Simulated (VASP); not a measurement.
Input of a VASP 6.6.1 run:

Contents of INCAR:

```
PREC = Accurate
ENCUT = 520
EDIFF = 1E-7
ISMEAR = -1
SIGMA = 0.0653
LREAL = False
LASPH = True
NELM = 80
ALGO = Fast
ISIF = 2
LWAVE = False
LCHARG = True
GGA = PE
LELF = True
LVHAR = True
NBANDS = 28
```

The input KPOINTS:

```
regular mesh
0
Gamma
  10 10 6
```

Contents of POSCAR:

```
MoS
1.0
    3.7571825200      0.0000000000      0.0000000000
   -1.8785912600      3.2538164100      0.0000000000
    0.0000000000      0.0000000000      6.0143728000
Mo S
2 2
Direct
    0.3333000000      0.6667000000      0.0000000000
    0.6666000000      0.3333000000      0.5000000000
    0.3333000000      0.6667000000      0.3821000000
    0.6666000000      0.3333000000      0.8821000000
```

Potentials or basis: VASP PAW PBE potentials, release 64 (Mo_sv, S).

Run with:

```bash
$ cat potpaw_PBE.64/Mo_sv/POTCAR potpaw_PBE.64/S/POTCAR > POTCAR
$ mpirun -np 1 vasp_std > vasp.out
```

What does it give for the pressure?

5.5 GPa.

What does it give for the band gap on the k mesh?

None (metal or under the smearing width).

Predict the largest force.

0.229 eV/Å.

Forces in eV/Å, atoms in the order of the input:
```
Mo   0.000 -0.003  0.229
Mo   0.000  0.003  0.229
S    0.000 -0.003 -0.229
S    0.000  0.003 -0.229
```
